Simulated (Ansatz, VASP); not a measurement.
## Li3BH6 in VASP and in Ansatz

```
Li B H
1.0
    -2.63954    2.78832    2.79039
     2.63954   -2.78832    2.79039
     2.63954    2.78832   -2.79039
Li B H
3 1 6
Cartesian
  0.0000 0.0000 0.0000
  0.0000 2.7883 1.2484
  2.6395 0.0000 1.5420
  0.0000 0.0000 2.7904
  2.6395 1.7275 1.1544
  0.0000 1.0608 3.9448
  0.0000 1.0608 1.6360
  2.6395 1.7275 -1.1544
  1.3657 2.7883 0.0000
  1.2738 0.0000 2.7904
```

Alike in both runs: functional PBE; k mesh 8 × 8 × 8; occupations gaussian, width 0.02 eV; no spin polarisation.

Ansatz relaxed the structure, and its values are those at the end. VASP's run is a single point on that final structure, the one shown.

```csv
,VASP,Ansatz
version,VASP 6.6.1,Ansatz 0.2.0
potentials or method,"VASP PAW PBE potentials, release 64 (Li_sv, B, H)","scalar-relativistic, plane waves, PAW"
plane-wave cutoff (eV),520,420
valence electrons in the cell,18,18
```

|  | VASP | Ansatz | Ansatz less VASP |
| --- | --- | --- | --- |
| gap on the k mesh at the Fermi level (eV) | 0.87 | 0.86 | -0.008 |
| least direct gap on the mesh (eV) | 1.15 | 1.14 | -0.008 |
| rms of the force components (eV/Å) | 0.006 | 0.004 | -0.0017 |

 A k mesh can miss the band edges.
